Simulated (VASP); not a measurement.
# The low-index faces of Au, part 2 of 4

How do surface energy, work function and relaxation of Au depend on the face?

VASP 6.6.1; PBE; plane waves and PAW (Au).

So far. Step 3 (The bulk reference, job self-consistent run, k-mesh …): The run ends at a pressure of -0.92 GPa.

## (4) Surface relaxation, 7 atoms, face Au(111)

System of this step: Au(111). The cell holds 7 atoms: 7 Au. Cell: a = 2.939 Å, b = 2.939 Å, c = 29.398 Å, α = 90.0°, β = 90.0°, γ = 60.0°. It derives from Au. 7 layers of fcc Au, cut at this functional's lattice. Vacuum lies along c.

All atoms relax at the fixed cell.

The input, INCAR:

```
SYSTEM = Au
PREC = Normal
ENCUT = 320
EDIFF = 1E-05
NELM = 120
ISMEAR = 1
SIGMA = 0.15
LREAL = .FALSE.
ALGO = Fast
GGA = PE
NBANDS = 47
LASPH = .TRUE.
LORBIT = 11
LWAVE = .FALSE.
LCHARG = .FALSE.
KPAR = 4
IBRION = 2
NSW = 40
ISIF = 2
EDIFFG = -0.03
POTIM = 0.4
MAXMIX = 40
```

The input, POSCAR:

```
Au
1.0
    2.9390587337      0.0000000000      0.0000000000
    1.4695293668      2.5452995266      0.0000000000
    0.0000000000      0.0000000000     29.3983884432
Au
7
Direct
    0.0000000000      0.0000000000      0.2551160200
    0.3333333300      0.3333333300      0.3367440200
    0.6666666700      0.6666666700      0.4183720100
    0.0000000000      0.0000000000      0.5000000000
    0.3333333300      0.3333333300      0.5816279900
    0.6666666700      0.6666666700      0.6632559800
    0.0000000000      0.0000000000      0.7448839800
```

The input, KPOINTS:

```
Automatic mesh
0
Gamma
12 12 1
0 0 0
```

The projector-augmented-wave data sets are Au (PBE family, release 64).

Command:

```bash
mpirun -np 4 vasp_std
```

The program printed:

```text
[banner, memory and clock lines left out]
running    4 mpi-ranks, on    1 nodes
 distrk:  each k-point on    1 cores,    4 groups
 distr:  one band on    1 cores,    1 groups

 POSCAR found type information on POSCAR Au
 POSCAR found :  1 types and       7 ions
 LDA part: xc-table for (Slater+PW92), standard interpolation
 POSCAR, INCAR and KPOINTS ok, starting setup
 FFT: planning ... GRIDC
 FFT: planning ... GRID_SOFT
 FFT: planning ... GRID
 WAVECAR not read
 entering main loop
       N       E                     dE             d eps       ncg     rms          rms(c)
DAV:   1     0.400582318893E+03    0.40058E+03   -0.28554E+04  1818   0.995E+02
DAV:   2    -0.848534534233E+01   -0.40907E+03   -0.38546E+03  2122   0.252E+02
DAV:   3    -0.233910611983E+02   -0.14906E+02   -0.14467E+02  2028   0.463E+01
DAV:   4    -0.236709630507E+02   -0.27990E+00   -0.27922E+00  2089   0.656E+00
DAV:   5    -0.236779269800E+02   -0.69639E-02   -0.69624E-02  2008   0.103E+00    0.195E+01
RMM:   6    -0.220478765775E+02    0.16301E+01   -0.45172E+00  1786   0.106E+01    0.134E+01
RMM:   7    -0.231715533882E+02   -0.11237E+01   -0.20670E+00  1799   0.544E+00    0.721E+00
RMM:   8    -0.225866725442E+02    0.58488E+00   -0.20365E+00  1808   0.474E+00    0.515E+00
RMM:   9    -0.219673200596E+02    0.61935E+00   -0.21361E-01  1798   0.203E+00    0.149E+00
RMM:  10    -0.218925988810E+02    0.74721E-01   -0.70827E-02  1804   0.996E-01    0.494E-01
RMM:  11    -0.218939620257E+02   -0.13631E-02   -0.56054E-03  1807   0.337E-01    0.301E-01
RMM:  12    -0.218922096450E+02    0.17524E-02   -0.35616E-03  1804   0.208E-01    0.981E-02
RMM:  13    -0.218921849178E+02    0.24727E-04   -0.47291E-04  1821   0.832E-02    0.244E-02
RMM:  14    -0.218922230062E+02   -0.38088E-04   -0.10547E-04  1487   0.330E-02    0.135E-02
RMM:  15    -0.218922521715E+02   -0.29165E-04   -0.19655E-05  1118   0.147E-02    0.124E-02
RMM:  16    -0.218922651900E+02   -0.13019E-04   -0.69207E-06  1059   0.101E-02    0.285E-03
RMM:  17    -0.218922752679E+02   -0.10078E-04   -0.23253E-06   804   0.511E-03    0.194E-03
RMM:  18    -0.218922846303E+02   -0.93624E-05   -0.18642E-06   615   0.430E-03
   1 F= -.21892285E+02 E0= -.21891865E+02  d E =-.218923E+02
 curvature:   0.00 expect dE= 0.000E+00 dE for cont linesearch  0.000E+00
 trial: gam= 0.00000 g(F)=  0.265E-02 g(S)=  0.000E+00 ort = 0.000E+00 (trialstep = 0.100E+01)
 search vector abs. value=  0.265E-02
 bond charge predicted
       N       E                     dE             d eps       ncg     rms          rms(c)
DAV:   1    -0.218939089282E+02   -0.16337E-02   -0.67172E-01  1996   0.310E+00    0.104E-01
RMM:   2    -0.218943578083E+02   -0.44888E-03   -0.55717E-03  1802   0.432E-01    0.707E-02
RMM:   3    -0.218944674166E+02   -0.10961E-03   -0.78634E-04  1828   0.157E-01    0.509E-02
RMM:   4    -0.218944729628E+02   -0.55462E-05   -0.17862E-04  1793   0.699E-02    0.147E-02
RMM:   5    -0.218944685248E+02    0.44380E-05   -0.39662E-05  1361   0.330E-02
   2 F= -.21894469E+02 E0= -.21894064E+02  d E =-.218389E-02
[...]
3 F= -.21895392E+02 E0= -.21894993E+02  d E =-.310689E-02
[...]
4 F= -.21896227E+02 E0= -.21895844E+02  d E =-.394226E-02
[...]
5 F= -.21896637E+02 E0= -.21896279E+02  d E =-.409967E-03
 trial-energy change:   -0.000410  1 .order   -0.000346   -0.000451   -0.000242
 step:   1.8285(harm=  2.9489)  dis= 0.00456  next Energy=   -21.896680 (dE=-0.453E-03)
 bond charge predicted
       N       E                     dE             d eps       ncg     rms          rms(c)
DAV:   1    -0.218967408322E+02   -0.11374E-03   -0.20253E-02  1905   0.538E-01    0.422E-02
RMM:   2    -0.218967690489E+02   -0.28217E-04   -0.12461E-04  1716   0.697E-02    0.424E-02
RMM:   3    -0.218967594269E+02    0.96220E-05   -0.28455E-05  1095   0.266E-02
   6 F= -.21896759E+02 E0= -.21896412E+02  d E =-.532535E-03
 curvature:  -0.84 expect dE=-0.440E-04 dE for cont linesearch -0.413E-04
 trial: gam=-0.22724 g(F)=  0.524E-04 g(S)=  0.000E+00 ort = 0.136E-03 (trialstep = 0.146E+01)
 search vector abs. value=  0.100E-04
 reached required accuracy - stopping structural energy minimisation
```

Wall time 74 s (4 MPI ranks of Intel Xeon Platinum 8488C (Sapphire Rapids), shared host); peak memory 0.86 GiB.

Parts of OUTCAR (step 4):

```text
  LATTYP: Found a hexagonal cell.
 ALAT       =     2.9390587337
 C/A-ratio  =    10.0026542874

 Subroutine GETGRP returns: Found 12 space group operations
 (whereof 12 operations were pure point group operations)

The static configuration has the point symmetry D_3d.

 Found     19 irreducible k-points:

   k-points           NKPTS =     19   k-points in BZ     NKDIM =     19   number of bands    NBANDS=     47

   dimension x,y,z NGX =    14 NGY =   14 NGZ =  140
   dimension x,y,z NGXF=    28 NGYF=   28 NGZF=  280

   ENCUT  =  320.0 eV  23.52 Ry    4.85 a.u.   4.29  4.29 42.88*2*pi/ulx,y,z

   NELECT =      77.0000    total number of electrons

 E-fermi :   2.6320

 k-point     1 :       0.0000    0.0000    0.0000
  band No.  band energies     occupation
    ...
     38       0.6097      2.00000
     39       0.6097      2.00000
     40       0.7430      2.00000
     41       0.7430      2.00000
     42       2.1560      2.00007
     43       2.7236      0.15056
     44       6.5844      0.00000
     45       7.5546      0.00000
     46       7.7473      0.00000
     47       9.0594      0.00000

 k-point     2 :       0.0833    0.0000    0.0000
  band No.  band energies     occupation
    ...
     38       0.5796      2.00000
     39       0.6148      2.00000
     40       0.7537      2.00000
     41       1.2733      2.00000
     42       2.5954      1.39995
     43       3.3258     -0.00000
     44       6.6578      0.00000
     45       7.6912      0.00000
     46       7.9070      0.00000
     47       9.2150      0.00000

  Total       -3.2620372     -3.2620372     -0.9206855      0.0000000      0.0000000      0.0000000
  in kB      -23.7645071    -23.7645071     -6.7073539      0.0000000      0.0000000      0.0000000
  external PRESSURE =     -18.0787894 kB  Pullay stress =       0.0000000 kB

  energy-cutoff  :      320.00
  volume of cell :      219.92
      direct lattice vectors                 reciprocal lattice vectors
     2.939058734  0.000000000  0.000000000     0.340244987 -0.196440535  0.000000000
     1.469529367  2.545299527  0.000000000     0.000000000  0.392881069  0.000000000
     0.000000000  0.000000000 29.398388443     0.000000000  0.000000000  0.034015470

 POSITION                                       TOTAL-FORCE (eV/Angst)
 -----------------------------------------------------------------------------------
      0.00000      0.00000      7.48711         0.000000      0.000000     -0.002312
      1.46953      0.84843      9.91769        -0.000000     -0.000000      0.003503
      2.93906      1.69687     12.30364        -0.000000     -0.000000      0.025720
      0.00000      0.00000     14.69919        -0.000000      0.000000      0.000000
      1.46953      0.84843     17.09475         0.000000      0.000000     -0.025720
      2.93906      1.69687     19.48070         0.000000      0.000000     -0.003503
      0.00000      0.00000     21.91128        -0.000000     -0.000000      0.002312
 -----------------------------------------------------------------------------------
    total drift:                                0.000000     -0.000000      0.000000

  FREE ENERGIE OF THE ION-ELECTRON SYSTEM (eV)
  ---------------------------------------------------
  free  energy   TOTEN  =       -21.8967594269 eV

  energy  without entropy=      -21.8957181553  energy(sigma->0) =      -21.89641234

 total charge
# of ion       s       p       d       tot
------------------------------------------
    1        0.544   0.236   8.757   9.538
    2        0.519   0.302   8.768   9.589
    3        0.523   0.320   8.756   9.599
    4        0.522   0.319   8.755   9.596
    5        0.523   0.320   8.756   9.599
    6        0.519   0.302   8.768   9.589
    7        0.544   0.236   8.757   9.538
--------------------------------------------------
tot          3.693   2.036  61.317  67.046

[... 1 part as in an earlier step ...]

[... 7 further parts left out ...]
```

The run keeps the 12 symmetry operations of its start, so it cannot find a distortion of lower symmetry.

Relaxation path:

```
step  energy less that of the first step (eV)  largest force (eV/Å)
   1                                   0.0000                0.1541
   2                                  -0.0022                0.0842
   3                                  -0.0031                0.0522
   4                                  -0.0039                0.0651
   5                                  -0.0044                0.0306
   6                                  -0.0045                0.0257
```

The atoms that moved most (Å):

```
atom     dx     dy      dz  length
 Au2  0.000  0.000   0.018   0.018
 Au6  0.000  0.000  -0.018   0.018
 Au7  0.000  0.000   0.013   0.013
 Au1  0.000  0.000  -0.013   0.013
```

Final coordinates:

```xyz
7
Lattice="2.9391 0.0000 0.0000 1.4695 2.5453 0.0000 0.0000 0.0000 29.3984" Properties=species:S:1:pos:R:3
Au    0.0000    0.0000    7.4871
Au    1.4695    0.8484    9.9177
Au    2.9391    1.6969   12.3036
Au    0.0000    0.0000   14.6992
Au    1.4695    0.8484   17.0947
Au    2.9391    1.6969   19.4807
Au    0.0000    0.0000   21.9113
```

This step gave:

| Property | Result |
| --- | --- |
| electronic cycles | 39 |
| electrons | 77 |
| free energy (TOTEN) | -21.90 eV |
| energy at zero smearing | -21.90 eV |
| Fermi energy | 2.632 eV |

The run ended after 6 ionic steps, 0.004 eV below its first step, once the forces on the free atoms met EDIFFG = -0.03.

## (5) Potential and states of the slab, 7 atoms, face Au(111)

A static run writes the electrostatic potential without exchange and correlation (LVHAR), which is flat in the vacuum and gives the level to count from. The dipole correction cancels the field that unlike faces would set up across the vacuum.

The input, INCAR:

```
SYSTEM = Au
PREC = Normal
ENCUT = 320
EDIFF = 1E-06
NELM = 120
ISMEAR = 1
SIGMA = 0.15
LREAL = .FALSE.
ALGO = Fast
GGA = PE
NBANDS = 47
LASPH = .TRUE.
LORBIT = 11
LWAVE = .FALSE.
LCHARG = .TRUE.
KPAR = 4
IDIPOL = 3
LDIPOL = .TRUE.
DIPOL = 0.5 0.5 0.5
LVHAR = .TRUE.
LVACPOTAV = .TRUE.
NEDOS = 1500
```

The input, POSCAR:

```
Au
1.0
    2.9390587337      0.0000000000      0.0000000000
    1.4695293668      2.5452995266      0.0000000000
    0.0000000000      0.0000000000     29.3983884432
Au
7
Direct
    0.0000000000      0.0000000000      0.2546774528
    0.3333333300      0.3333333300      0.3373549055
    0.6666666700      0.6666666700      0.4185141044
    0.0000000000      0.0000000000      0.5000000000
    0.3333333300      0.3333333300      0.5814858956
    0.6666666700      0.6666666700      0.6626450945
    0.0000000000      0.0000000000      0.7453225472
```

KPOINTS is that of step 4.

Command:

```bash
mpirun -np 4 vasp_std
```

The program printed:

```text
[... set-up lines as in an earlier step ...]
 entering main loop
       N       E                     dE             d eps       ncg     rms          rms(c)
DAV:   1     0.400257190351E+03    0.40026E+03   -0.28552E+04  1818   0.995E+02
DAV:   2    -0.823099196057E+01   -0.40849E+03   -0.38478E+03  2106   0.252E+02
DAV:   3    -0.233794674545E+02   -0.15148E+02   -0.14706E+02  2020   0.465E+01
DAV:   4    -0.236770189876E+02   -0.29755E+00   -0.29663E+00  2075   0.672E+00
DAV:   5    -0.236845072838E+02   -0.74883E-02   -0.74865E-02  2006   0.106E+00    0.194E+01
RMM:   6    -0.220593261810E+02    0.16252E+01   -0.45302E+00  1887   0.106E+01    0.134E+01
RMM:   7    -0.232469663189E+02   -0.11876E+01   -0.21156E+00  1995   0.547E+00    0.734E+00
RMM:   8    -0.225741154273E+02    0.67285E+00   -0.21090E+00  2080   0.482E+00    0.517E+00
RMM:   9    -0.219709131209E+02    0.60320E+00   -0.21846E-01  1946   0.204E+00    0.148E+00
RMM:  10    -0.218972362310E+02    0.73677E-01   -0.69156E-02  1989   0.998E-01    0.510E-01
RMM:  11    -0.218984925330E+02   -0.12563E-02   -0.60405E-03  1947   0.340E-01    0.305E-01
RMM:  12    -0.218967436976E+02    0.17488E-02   -0.42074E-03  2029   0.225E-01    0.124E-01
RMM:  13    -0.218966327632E+02    0.11093E-03   -0.58082E-04  1982   0.931E-02    0.280E-02
RMM:  14    -0.218966738709E+02   -0.41108E-04   -0.11902E-04  2117   0.332E-02    0.135E-02
RMM:  15    -0.218967077854E+02   -0.33915E-04   -0.23555E-05  2027   0.164E-02    0.148E-02
RMM:  16    -0.218967181189E+02   -0.10333E-04   -0.72883E-06  1690   0.102E-02    0.240E-03
RMM:  17    -0.218967275812E+02   -0.94623E-05   -0.26584E-06  1323   0.501E-03    0.237E-03
RMM:  18    -0.218967368743E+02   -0.92931E-05   -0.19971E-06  1296   0.411E-03    0.205E-03
RMM:  19    -0.218967414024E+02   -0.45281E-05   -0.10837E-06  1215   0.248E-03    0.729E-04
RMM:  20    -0.218967423992E+02   -0.99680E-06   -0.20036E-07   683   0.129E-03
 -----------------------------------------------------------------------------
|                                                                             |
|           W    W    AA    RRRRR   N    N  II  N    N   GGGG   !!!           |
|           W    W   A  A   R    R  NN   N  II  NN   N  G    G  !!!           |
|           W    W  A    A  R    R  N N  N  II  N N  N  G       !!!           |
|           W WW W  AAAAAA  RRRRR   N  N N  II  N  N N  G  GGG   !            |
|           WW  WW  A    A  R   R   N   NN  II  N   NN  G    G                |
|           W    W  A    A  R    R  N    N  II  N    N   GGGG   !!!           |
|                                                                             |
|     Did not find any points to average over, which means that no vacuum     |
|     field-free region was found. Please increase the size of  your cell     |
|     in the dimension of the dipole correction to obtain accurate            |
|     workfunction values.                                                    |
|                                                                             |
 -----------------------------------------------------------------------------

   1 F= -.21896742E+02 E0= -.21896394E+02  d E =-.104428E-02
```

Wall time 36 s (4 MPI ranks); peak memory 0.82 GiB; 2.3 min of CPU time.

From OUTCAR (step 5):

```text
   NELECT =      77.0000    total number of electrons

 dipolmoment           0.000000      0.000000      0.000000 electrons x Angstroem

 E-fermi :   2.6318

 k-point     1 :       0.0000    0.0000    0.0000
  band No.  band energies     occupation
    ...
     38       0.6095      2.00000
     39       0.6095      2.00000
     40       0.7428      2.00000
     41       0.7428      2.00000
     42       2.1559      2.00007
     43       2.7235      0.14994
     44       6.5855      0.00000
     45       7.5630      0.00000
     46       7.7609      0.00000
     47       9.0602      0.00000

  Total       -3.2645893     -3.2645893     -0.9194111      0.0000000      0.0000000      0.0000000
  in kB      -23.7830995    -23.7830995     -6.6980696      0.0000000      0.0000000      0.0000000
  external PRESSURE =     -18.0880895 kB  Pullay stress =       0.0000000 kB

 POSITION                                       TOTAL-FORCE (eV/Angst)
 -----------------------------------------------------------------------------------
      0.00000      0.00000      7.48711        -0.000000     -0.000000     -0.009336
      1.46953      0.84843      9.91769        -0.000000     -0.000000      0.009012
      2.93906      1.69687     12.30364         0.000000      0.000000      0.037549
      0.00000      0.00000     14.69919         0.000000     -0.000000      0.000000
      1.46953      0.84843     17.09475         0.000000     -0.000000     -0.037549
      2.93906      1.69687     19.48070         0.000000      0.000000     -0.009012
      0.00000      0.00000     21.91128        -0.000000      0.000000      0.009336
 -----------------------------------------------------------------------------------
    total drift:                                0.000000      0.000000      0.000000

  FREE ENERGIE OF THE ION-ELECTRON SYSTEM (eV)
  ---------------------------------------------------
  free  energy   TOTEN  =       -21.8967423992 eV

  energy  without entropy=      -21.8956981166  energy(sigma->0) =      -21.89639430

 vacuum level on the upper side and lower side of the slab         7.858         7.858

[... 8 parts as in an earlier step ...]

[... 9 further parts left out ...]
```

This step gave:

| Property | Result |
| --- | --- |
| electronic cycles | 20 |
| dipole moment | 0, 0, 0 e·Å |
| vacuum levels | 7.858, 7.858 eV |
| work functions of the upper and lower face | 5.226, 5.226 eV |

The planar average of the electrostatic potential oscillates, so the rows of the table below give means over windows of 2.41 Å about each position, cut where the curve ends. Its maxima inside the range that stand out by 2 % of the span (Å: eV): 8.7: 1.43, 11.1: 1.15, 13.5: 1.17, 15.9: 1.17, 18.3: 1.15, 20.7: 1.43. Its minima: 7.5: -18.1, 9.9: -18.4, 12.3: -18.4, 14.7: -18.4, 17.1: -18.4, 19.5: -18.4, 21.9: -18.1.

Zero at the Fermi level. The planar average of the electrostatic potential by height; means over each step:

```
height (Å)  planar average of the electrostatic potential (eV)
      1.21                                                5.23
      3.62                                                5.22
      6.03                                               0.797
      8.44                                               -8.21
     10.85                                               -8.72
     13.26                                               -8.62
     15.67                                               -8.62
     18.08                                               -8.71
     20.48                                               -8.26
     22.90                                               -3.69
     25.30                                                5.21
     27.72                                                5.23
```

Density of states in the PAW spheres, an atom over height of the layer and energy from the Fermi level.

Ten even steps from '0' (0.03 states/eV) to '9' (2.90 states/eV), each cell a mean:
```
0000000
0000000
0000000
0000000
1110111
2232322
8988898
9756579
9556559
8576758
8555558
9887889
6888886
5666665
3445443
4644464
2555552
1333331
0111110
0000000
0000000
0000000
```
Columns: height of the layer (Å) from 7.5 to 21.9; rows upwards: energy from the Fermi level (eV) from -7.9 to 0.5.

Valence density in the ca plane at fractional y = 0.000, with atoms of Au within 0.2 Å of it. It is the smooth field of the valence electrons, not physical close to the nuclei.

Ten steps, logarithmic in the rise over the least value, from '0' (0.0 e/Å³) to '9' (4.3 e/Å³), each cell a mean:
```
22333334689986433333223333347899863100000000
33344434578875434443334444345788742100000000
43456543456654345654345665434565431000000000
44567653334433356765445676433344321000000000
44566643345543346665445665433454421000000000
33455543467764345554334554435677642100000000
22344434689986434443223443346899753100000000
22233334689986433332223333347999863100000000
```
Columns run along c (16.0 Å, from fractional 0.37 to 0.92 of the cell), rows up along a (2.9 Å). Atoms in or near the plane, at fractional coordinates: Au at (0.50, 0.00), Au at (0.75, 0.00).

The map of layer states is cut here 0.5 eV above the Fermi level, so it leaves out the states above that.

The vacuum level lies 5.23 eV above the Fermi level at the upper face; both faces agree, as the slab has next to no dipole.

The program found no field-free point at its default tolerance, but its printed level agrees with the flat part of the planar average.

On this mesh the fine structure of the density of states is sampling noise, and high empty states may be cut by the number of bands.

(Continued in part 3 of 4.)

[Lines on the potential files, build, host, timing and source positions are cut from VASP's logs without a mark.]

[Logs are printed without paths, hosts, clocks, repeated set-up lines and the standing remarks that a program may print on its own settings, such as how far it seeks lower states.]

[Hosts, paths, dates, database ids (printed as entryN), source tags and the programs' standing remarks are cut or masked in the printed files.]

[Runs that stopped without an error message from VASP are left out.]
